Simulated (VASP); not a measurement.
# Al2Cl with BLYP: from relaxation to properties, part 4 of 5

What structure does Al2Cl take at this level, and what are its properties? The cell is generated by rule, not measured, and may not be a known phase. Left out of this account: 1 further run (elastic: elastic constants of a metal on too coarse a mesh).

VASP 6.6.1, plane waves and PAW; the level of theory is named at each step.

Still holding for the runs below: This run has no spin polarisation. Its electron count is odd, so without a moment it is a metal by construction. The k-mesh is coarse for a metal.

So far. Step 6 (Density of states (BLYP)): The finer mesh and the other smearing move the Fermi level by +0.05 eV from the 4×4×8 run, a small shift, which tests the Fermi level alone. Step 7 (Core levels (BLYP)): Atoms of one element give levels within 0.1 eV of each other. The relaxed cell has a = 5.453, c = 2.969 Å (conventional setting).

### 8. Zone-centre phonons (BLYP)

Level of this step: BLYP; plane waves and PAW (Al, Cl); invented cell (VASP).

Zone-centre modes test whether the atoms sit at a minimum within this cell. IBRION = 8 takes the force constants from linear response, which needs tightly converged orbitals.

Input file INCAR:

```
SYSTEM = Al2Cl
PREC = Accurate
ENCUT = 400
EDIFF = 1E-08
NELM = 100
ISMEAR = 0
SIGMA = 0.05
LREAL = .FALSE.
ALGO = Normal
GGA = B5
ALDAX = 1
AGGAX = 1
AGGAC = 1
ALDAC = 0
LORBIT = 11
LWAVE = .FALSE.
LCHARG = .FALSE.
IBRION = 8
ISIF = 2
```

Input file POSCAR:

```
Al2Cl
1.0
    5.4532658600      0.0000000000      0.0000000000
    0.0000000000      5.4532658600      0.0000000000
    0.0000000000      0.0000000000      2.9692341786
Al Cl
2 1
Direct
    0.5000000000      0.0000000000      0.0000000000
    0.0000000000      0.5000000000      0.0000000000
    0.0000000000      0.0000000000      0.0000000000
```

Input file KPOINTS:

```
Automatic mesh
0
Gamma
4 4 8
0 0 0
```

Potentials, in the order of the species: Al and Cl (PBE family, release 64).

On the command line:

```console
$ mpirun -np 1 vasp_std
```

What it wrote:

```text
[... set-up lines as in an earlier step ...]
 entering main loop
       N       E                     dE             d eps       ncg     rms          rms(c)
[... 11 cycles as in an earlier step ...]
DAV:  12    -0.727772822249E+01   -0.86283E-06   -0.22622E-06   696   0.124E-02    0.435E-03
DAV:  13    -0.727772837505E+01   -0.15256E-06   -0.46394E-07   644   0.542E-03    0.748E-04
DAV:  14    -0.727772833499E+01    0.40061E-07   -0.22519E-07   664   0.314E-03    0.815E-04
DAV:  15    -0.727772835238E+01   -0.17382E-07   -0.25693E-08   526   0.122E-03    0.279E-04
DAV:  16    -0.727772835711E+01   -0.47362E-08   -0.40889E-09   326   0.467E-04
   1 F= -.72777284E+01 E0= -.72767918E+01  d E =-.187316E-02
 Linear response reoptimize wavefunctions to high precision
DAV:   1    -0.727772835908E+01   -0.19636E-08   -0.11949E-09   416   0.260E-04
DAV:   2    -0.727772835905E+01    0.22510E-10   -0.20981E-10   330   0.111E-04
 Linear response DOF=           5
 Linear response progress:
  Degree of freedom:   1/  5
       N       E                     dE             d eps       ncg     rms          rms(c)
RMM:   1    -0.839477006868E-02   -0.83948E-02    0.14811E-02  1991   0.621E-01
RMM:   2    -0.857226306176E-02   -0.17749E-03   -0.36580E-04  1442   0.140E-01    0.904E-02
RMM:   3    -0.851852897338E-02    0.53734E-04   -0.47352E-05  1466   0.455E-02    0.518E-02
RMM:   4    -0.847096484675E-02    0.47564E-04   -0.30316E-05  1445   0.404E-02    0.104E-02
RMM:   5    -0.845263263447E-02    0.18332E-04   -0.67027E-06  1441   0.171E-02    0.287E-03
RMM:   6    -0.845544905326E-02   -0.28164E-05   -0.14017E-07  1469   0.332E-03    0.124E-03
RMM:   7    -0.845614981346E-02   -0.70076E-06   -0.10169E-07  1452   0.245E-03    0.102E-04
RMM:   8    -0.845629822436E-02   -0.14841E-06   -0.10174E-10  1479   0.332E-04    0.528E-05
RMM:   9    -0.845652582776E-02   -0.22760E-06   -0.17061E-09  1485   0.206E-04    0.492E-05
RMM:  10    -0.845657459912E-02   -0.48771E-07   -0.15850E-09  1534   0.778E-05    0.137E-05
RMM:  11    -0.845660621254E-02   -0.31613E-07   -0.43725E-10  1499   0.466E-05    0.461E-06
RMM:  12    -0.845659878016E-02    0.74324E-08   -0.30164E-09  1461   0.165E-05    0.342E-06
 first order change of Fermi-energy  -0.23819E-04
 force on displaced ion       1 direction 1 :   0.545   0.000   0.000
 Linear response progress:
  Degree of freedom:   2/  5
       N       E                     dE             d eps       ncg     rms          rms(c)
RMM:   1    -0.924512733831E-02   -0.92451E-02    0.33943E-03  1820   0.472E-01
RMM:   2    -0.899651521036E-02    0.24861E-03   -0.49409E-04  1439   0.102E-01    0.304E-02
RMM:   3    -0.903634280741E-02   -0.39828E-04   -0.61305E-05  1426   0.341E-02    0.163E-02
RMM:   4    -0.909083104196E-02   -0.54488E-04   -0.21528E-05  1416   0.210E-02    0.552E-03
RMM:   5    -0.908607419405E-02    0.47568E-05   -0.30225E-06  1437   0.108E-02    0.163E-03
RMM:   6    -0.908763134154E-02   -0.15571E-05   -0.34486E-07  1436   0.377E-03    0.452E-04
RMM:   7    -0.908618410323E-02    0.14472E-05   -0.55179E-08  1474   0.150E-03    0.190E-04
RMM:   8    -0.908630155069E-02   -0.11745E-06    0.31685E-10  1517   0.483E-04    0.101E-04
RMM:   9    -0.908654333357E-02   -0.24178E-06    0.20659E-09  1449   0.383E-04    0.415E-05
RMM:  10    -0.908656950781E-02   -0.26174E-07    0.31924E-09  1563   0.782E-05    0.162E-05
RMM:  11    -0.908657834031E-02   -0.88325E-08    0.96270E-09  1499   0.923E-05    0.910E-06
 first order change of Fermi-energy   0.40582E-04
 force on displaced ion       1 direction 2 :   0.000  -0.102   0.000
 Linear response progress:
  Degree of freedom:   3/  5
       N       E                     dE             d eps       ncg     rms          rms(c)
RMM:   1    -0.348928538575E-02   -0.34893E-02   -0.23555E-03  1413   0.371E-01
RMM:   2    -0.347039338030E-02    0.18892E-04   -0.14893E-04  1393   0.804E-02    0.320E-02
RMM:   3    -0.333015387797E-02    0.14024E-03   -0.16061E-05  1391   0.243E-02    0.191E-02
RMM:   4    -0.318749802853E-02    0.14266E-03   -0.20526E-05  1401   0.253E-02    0.186E-03
RMM:   5    -0.318199801724E-02    0.55000E-05   -0.40224E-07  1429   0.439E-03    0.109E-03
RMM:   6    -0.317561231662E-02    0.63857E-05   -0.13147E-07  1401   0.294E-03    0.167E-04
RMM:   7    -0.317454674793E-02    0.10656E-05   -0.38320E-09  1446   0.429E-04    0.123E-04
RMM:   8    -0.317426175298E-02    0.28499E-06   -0.11010E-09  1435   0.249E-04    0.206E-05
RMM:   9    -0.317431321635E-02   -0.51463E-07   -0.93881E-11  1482   0.560E-05    0.171E-05
RMM:  10    -0.317430257338E-02    0.10643E-07   -0.48739E-10  1453   0.458E-05    0.608E-06
RMM:  11    -0.317430835657E-02   -0.57832E-08   -0.56324E-10  1504   0.147E-05    0.336E-06
 first order change of Fermi-energy  -0.44674E-04
 force on displaced ion       1 direction 3 :   0.000   0.000  -0.230
 Linear response progress:
  Degree of freedom:   4/  5
       N       E                     dE             d eps       ncg     rms          rms(c)
RMM:   1    -0.213861155152E+00   -0.21386E+00    0.13317E-01  1828   0.379E+00
RMM:   2    -0.213709013970E+00    0.15214E-03   -0.60560E-03  1372   0.565E-01    0.107E-01
RMM:   3    -0.214615459328E+00   -0.90645E-03   -0.39912E-04  1305   0.128E-01    0.519E-02
RMM:   4    -0.215360720380E+00   -0.74526E-03   -0.10405E-04  1367   0.627E-02    0.178E-02
RMM:   5    -0.215605396488E+00   -0.24468E-03   -0.99539E-06  1402   0.278E-02    0.289E-03
RMM:   6    -0.215597929810E+00    0.74667E-05   -0.21821E-07  1480   0.338E-03    0.131E-03
RMM:   7    -0.215610089157E+00   -0.12159E-04   -0.11922E-07  1434   0.277E-03    0.393E-04
RMM:   8    -0.215608265850E+00    0.18233E-05   -0.37682E-08  1469   0.676E-04    0.135E-04
RMM:   9    -0.215609498045E+00   -0.12322E-05   -0.10434E-08  1359   0.397E-04    0.349E-05
RMM:  10    -0.215609349877E+00    0.14817E-06   -0.94333E-10  1525   0.169E-04    0.134E-05
RMM:  11    -0.215609350776E+00   -0.89910E-09   -0.66457E-08  1505   0.801E-05    0.344E-06
 first order change of Fermi-energy   0.15178E-03
 force on displaced ion       3 direction 1 :   0.634   0.000   0.000
 Linear response progress:
  Degree of freedom:   5/  5
       N       E                     dE             d eps       ncg     rms          rms(c)
RMM:   1    -0.176806533882E+00   -0.17681E+00    0.62816E-03  1113   0.347E+00
RMM:   2    -0.177103287882E+00   -0.29675E-03   -0.30018E-03   923   0.405E-01    0.689E-02
RMM:   3    -0.177638739330E+00   -0.53545E-03   -0.94734E-05   937   0.724E-02    0.419E-02
RMM:   4    -0.178550830834E+00   -0.91209E-03   -0.21152E-05   929   0.508E-02    0.647E-03
RMM:   5    -0.178581998902E+00   -0.31168E-04   -0.82906E-07   964   0.650E-03    0.565E-03
RMM:   6    -0.178604724277E+00   -0.22725E-04   -0.84497E-07   859   0.743E-03    0.288E-03
RMM:   7    -0.178608919410E+00   -0.41951E-05   -0.16135E-07   849   0.270E-03    0.563E-04
RMM:   8    -0.178616250320E+00   -0.73309E-05   -0.30585E-08   912   0.884E-04    0.116E-04
RMM:   9    -0.178614941069E+00    0.13093E-05   -0.43133E-09   910   0.208E-04    0.110E-04
RMM:  10    -0.178614347927E+00    0.59314E-06   -0.10433E-07   954   0.149E-04    0.218E-05
RMM:  11    -0.178614188512E+00    0.15942E-06   -0.59301E-08  1003   0.691E-05    0.525E-06
RMM:  12    -0.178614096533E+00    0.91979E-07    0.36488E-08   900   0.606E-05    0.153E-06
RMM:  13    -0.178614105329E+00   -0.87956E-08   -0.71890E-08   866   0.467E-05    0.945E-07
 first order change of Fermi-energy   0.51594E-04
 force on displaced ion       3 direction 3 :  -0.000  -0.000  -0.504
 Linear response finished
```

Elapsed: 3.5 min, on 1 MPI rank of Intel Xeon Platinum 8375C at 2.90GHz (Ice Lake), shared host; peak memory 0.22 GiB.

Parts of OUTCAR (step 8):

```text
   NELECT =      13.0000    total number of electrons

  Total       -0.0142692     -0.0142692     -0.0128927      0.0000000      0.0000000      0.0000000
  in kB       -0.2589121     -0.2589121     -0.2339365      0.0000000      0.0000000      0.0000000
  external PRESSURE =      -0.2505869 kB  Pullay stress =       0.0000000 kB

 Eigenvectors and eigenvalues of the dynamical matrix
 ----------------------------------------------------

   1 f  =    2.387608 THz    15.001785 2PiTHz   79.642038 cm-1     9.874350 meV
             X         Y         Z           dx          dy          dz
      2.726633  0.000000  0.000000    -0.000000   -0.000000    0.442065
      0.000000  2.726633  0.000000     0.000000    0.000000    0.442065
      0.000000  0.000000  0.000000    -0.000000    0.000000   -0.780486

   2 f  =    1.390530 THz     8.736957 2PiTHz   46.383085 cm-1     5.750767 meV
             X         Y         Z           dx          dy          dz
      2.726633  0.000000  0.000000     0.000000    0.000000    0.707107
      0.000000  2.726633  0.000000     0.000000   -0.000000   -0.707107
      0.000000  0.000000  0.000000     0.000000    0.000000    0.000000

   3 f  =    1.164351 THz     7.315833 2PiTHz   38.838567 cm-1     4.815366 meV
             X         Y         Z           dx          dy          dz
      2.726633  0.000000  0.000000     0.405074    0.000043    0.000000
      0.000000  2.726633  0.000000    -0.837225   -0.000021   -0.000000
      0.000000  0.000000  0.000000     0.367382   -0.000019   -0.000000

   4 f  =    1.164351 THz     7.315833 2PiTHz   38.838567 cm-1     4.815366 meV
             X         Y         Z           dx          dy          dz
      2.726633  0.000000  0.000000    -0.000021    0.837225   -0.000000
      0.000000  2.726633  0.000000     0.000043   -0.405074   -0.000000
      0.000000  0.000000  0.000000    -0.000019   -0.367382   -0.000000

   5 f/i=    0.004503 THz     0.028296 2PiTHz    0.150219 cm-1     0.018625 meV
             X         Y         Z           dx          dy          dz
      2.726633  0.000000  0.000000     0.012601   -0.544209   -0.000000
      0.000000  2.726633  0.000000     0.012403   -0.552903   -0.000000
      0.000000  0.000000  0.000000     0.014371   -0.630567   -0.000000

   6 f/i=    0.004503 THz     0.028296 2PiTHz    0.150219 cm-1     0.018625 meV
             X         Y         Z           dx          dy          dz
      2.726633  0.000000  0.000000     0.552903    0.012403    0.000000
      0.000000  2.726633  0.000000     0.544209    0.012601    0.000000
      0.000000  0.000000  0.000000     0.630567    0.014371    0.000000

   7 f/i=    0.013824 THz     0.086859 2PiTHz    0.461121 cm-1     0.057172 meV
             X         Y         Z           dx          dy          dz
      2.726633  0.000000  0.000000    -0.000000   -0.000000    0.551887
      0.000000  2.726633  0.000000    -0.000000   -0.000000    0.551887
      0.000000  0.000000  0.000000    -0.000000   -0.000000    0.625174

   8 f/i=    3.120964 THz    19.609594 2PiTHz  104.104145 cm-1    12.907263 meV
             X         Y         Z           dx          dy          dz
      2.726633  0.000000  0.000000    -0.566567    0.032854   -0.000000
      0.000000  2.726633  0.000000    -0.040710    0.457226   -0.000000
      0.000000  0.000000  0.000000     0.531921   -0.429266    0.000000

   9 f/i=    3.120964 THz    19.609594 2PiTHz  104.104145 cm-1    12.907263 meV
             X         Y         Z           dx          dy          dz
      2.726633  0.000000  0.000000    -0.457226   -0.040710    0.000000
      0.000000  2.726633  0.000000    -0.032854   -0.566567    0.000000
      0.000000  0.000000  0.000000     0.429266    0.531921   -0.000000

 ELASTIC MODULI CONTR FROM IONIC RELAXATION (kBar)
 Direction    XX          YY          ZZ          XY          YZ          ZX
 --------------------------------------------------------------------------------
 XX           0.0000      0.0000      0.0000      0.0000      0.0000      0.0000
 YY           0.0000      0.0000      0.0000      0.0000      0.0000      0.0000
 ZZ           0.0000      0.0000      0.0000      0.0000      0.0000      0.0000
 XY           0.0000      0.0000      0.0000      0.0000      0.0000      0.0000
 YZ           0.0000      0.0000      0.0000      0.0000      0.0000      0.0000
 ZX           0.0000      0.0000      0.0000      0.0000      0.0000      0.0000
 --------------------------------------------------------------------------------

[... 9 parts as in an earlier step ...]

[... 3 further parts left out ...]
```

Energies printed during the response cycles are not total energies of the cell.

This step gave:

- pressure of the cell: -0.02506 GPa
- largest force of the cell: 0 eV/Å

Modes at Γ, with each element's share of the kinetic energy (negative means imaginary):

```
mode  frequency (cm⁻¹)  symmetry  Al %  Cl %
   1            -104.1        Eu    53    47
   2            -104.1        Eu    53    47
   3              -0.5  acoustic    61    39
   4              -0.2  acoustic    60    40
   5              -0.2  acoustic    60    40
   6              38.8        Eu    87    13
   7              38.8        Eu    87    13
   8              46.4        Bu   100     0
   9              79.6       A2u    39    61
```

Displacements in mode 2 (-104.1 cm⁻¹), the largest set to 1:
```
Al1 -1.00  0.06  0.00
Al2 -0.07  0.81  0.00
Cl3  0.82 -0.66  0.00
```

Displacements in mode 6 (38.8 cm⁻¹), the largest set to 1:
```
Al1  0.00  1.00  0.00
Al2  0.00 -0.48  0.00
Cl3  0.00 -0.38  0.00
```

The three acoustic modes lie within 0.5 cm⁻¹ of zero, but 2 optical modes are imaginary, so the cell is a saddle point and not a minimum. By the characters of their eigenvectors the optical modes sort into (cm⁻¹) infrared active: Eu 104i, Eu 39, A2u 80; silent: Bu 46. B labels carry no number here, since it depends on the setting of the axes.

### 9. A semilocal run for the hybrid's start

This step: PBE; plane waves and PAW (Al, Cl); invented cell (VASP 6.6.1).

A hybrid converges badly from random orbitals, so a cheap semilocal run writes a WAVECAR on the same mesh first.

Input file INCAR:

```
SYSTEM = Al2Cl
PREC = Accurate
ENCUT = 400
EDIFF = 1E-05
NELM = 100
ISMEAR = 0
SIGMA = 0.05
LREAL = .FALSE.
ALGO = Normal
GGA = PE
LORBIT = 11
LWAVE = .TRUE.
LCHARG = .FALSE.
```

POSCAR is that of step 8.

Input file KPOINTS:

```
Automatic mesh
0
Gamma
3 3 5
0 0 0
```

On the command line:

```console
$ mpirun -np 1 vasp_std
```

What it wrote:

```text
[banner, memory and clock lines left out]
running    1 mpi-ranks, on    1 nodes
 distrk:  each k-point on    1 cores,    1 groups
 distr:  one band on    1 cores,    1 groups

 POSCAR found type information on POSCAR AlCl
 POSCAR found :  2 types and       3 ions
 LDA part: xc-table for (Slater+PW92), standard interpolation
 POSCAR, INCAR and KPOINTS ok, starting setup
 FFT: planning ... GRIDC
 FFT: planning ... GRID_SOFT
 FFT: planning ... GRID
 WAVECAR not read
 entering main loop
       N       E                     dE             d eps       ncg     rms          rms(c)
DAV:   1     0.338403920514E+02    0.33840E+02   -0.35934E+03   180   0.763E+02
DAV:   2    -0.500550940821E+01   -0.38846E+02   -0.36589E+02   280   0.113E+02
DAV:   3    -0.860299133447E+01   -0.35975E+01   -0.35695E+01   206   0.401E+01
DAV:   4    -0.866259659426E+01   -0.59605E-01   -0.59529E-01   208   0.634E+00
DAV:   5    -0.866418409925E+01   -0.15875E-02   -0.15873E-02   238   0.104E+00    0.648E+00
DAV:   6    -0.849592095414E+01    0.16826E+00   -0.39163E-01   196   0.412E+00    0.348E+00
DAV:   7    -0.847326497501E+01    0.22656E-01   -0.14947E-01   214   0.253E+00    0.120E+00
DAV:   8    -0.847138366281E+01    0.18813E-02   -0.22846E-02   196   0.100E+00    0.327E-01
DAV:   9    -0.847108649178E+01    0.29717E-03   -0.16781E-03   198   0.300E-01    0.422E-02
DAV:  10    -0.847114678996E+01   -0.60298E-04   -0.18282E-04   224   0.928E-02    0.242E-02
DAV:  11    -0.847115603000E+01   -0.92400E-05   -0.32055E-05   164   0.422E-02
   1 F= -.84711560E+01 E0= -.84703802E+01  d E =-.155164E-02
 writing wavefunctions
```

Wall time 5.6 s (1 MPI rank); peak memory 0.15 GiB.

From OUTCAR (step 9):

```text
   k-points           NKPTS =      9   k-points in BZ     NKDIM =      9   number of bands    NBANDS=     10

   NELECT =      13.0000    total number of electrons

 E-fermi :   3.2379

 k-point     1 :       0.0000    0.0000    0.0000
  band No.  band energies     occupation
    ...
      2      -3.0767      2.00000
      3      -3.0767      2.00000
      4      -2.9105      2.00000
      5      -1.6571      2.00000
      6       1.1422      2.00000
      7       3.7707      0.00000
      8       3.7707      0.00000
      9       6.7431      0.00000
     10       6.8027      0.00000

  Total       -1.5388165     -1.5388165     -3.1197743      0.0000000      0.0000000     -0.0000000
  in kB      -27.9215564    -27.9215564    -56.6077588      0.0000000      0.0000000     -0.0000000
  external PRESSURE =     -37.4836239 kB  Pullay stress =       0.0000000 kB

  FREE ENERGIE OF THE ION-ELECTRON SYSTEM (eV)
  ---------------------------------------------------
  free  energy   TOTEN  =        -8.4711560300 eV

  energy  without entropy=       -8.4696043855  energy(sigma->0) =       -8.47038021

[... 7 parts as in an earlier step ...]

[... 10 further parts left out ...]
```

At this level the cell is under a tension of 3.7 GPa, so at these settings it is away from equilibrium.

This step gave:

```yaml
scf_cycles: 11
irreducible_k_points: 9
free_energy_toten: -8.471 eV
energy_at_zero_smearing: -8.470 eV
fermi_energy: 3.238 eV
pressure: -3.748 GPa
```

(Continued in part 5 of 5.)

[Lines on the potential files, build, host, timing and source positions are cut from VASP's logs without a mark.]

[Logs are printed without paths, hosts, clocks, repeated set-up lines and the standing remarks that a program may print on its own settings, such as how far it seeks lower states.]

[Hosts, paths, dates, database ids (printed as entryN), source tags and the programs' standing remarks are cut or masked in the printed files.]

[A measured line is paired with the nearest computed mode of its activity, which favours agreement.]
